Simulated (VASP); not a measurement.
Data:

```xyz
2
Lattice="0.0000 3.0415 3.0415 3.0415 0.0000 3.0415 3.0415 3.0415 0.0000" Properties=species:S:1:pos:R:3 pbc="T T T"
K      0.0000     0.0000     0.0000
Cl     3.0415     3.0415     3.0415
```

Method: LDA (Ceperley-Alder, Perdew-Zunger), VASP's LDA PAW potentials (set 64) (plane waves; VASP). Run with 400 eV cut-off, 10×10×10 Γ-centred mesh, Gaussian smearing of 0.010 eV, potentials K_sv Cl.

Question: Predict the energy per atom (σ→0), band gap (on the k-mesh) with the smallest direct gap where there is one.

Answer: 
```
Property                                     Result
-----------------------------------  --------------
band gap (on the k-mesh)                    5.10 eV
smallest direct gap (on the k-mesh)         5.10 eV
energy per atom (σ→0)                -3.704 eV/atom
```

The absolute energy has meaning only against runs of the same code, potentials and settings.

The compound is KCl in the rock salt structure. It was relaxed first, which changed the volume by -10 %.
